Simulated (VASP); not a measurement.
Consider the following.

```
CELL_PARAMETERS angstrom
      4.17549     0.00000     0.00000
      0.00000     4.17549     0.00000
      0.00000     0.00000     4.17549
ATOMIC_POSITIONS crystal
  Ba 0.00000 0.00000 0.00000
  Zr 0.50000 0.50000 0.50000
  O  0.50000 0.00000 0.50000
  O  0.00000 0.50000 0.50000
  O  0.50000 0.50000 0.00000
```

Method: revTPSS meta-GGA, VASP's PBE PAW potentials (set 64) (plane waves; VASP). Run with 520 eV cut-off, 5×5×5 Γ-centred mesh, Gaussian smearing of 0.050 eV, potentials Ba_sv Zr_sv O.

Give the stress tensor in GPa (positive for a compressed cell).

```
5.16  0.00  0.00
0.00  5.16  0.00
0.00  0.00  5.16
```
The pressure is its mean diagonal, 5.16 GPa.

The compound is BaZrO3 in the cubic perovskite structure. This cell is one point of a volume scan, at 0.97 of the reference volume.
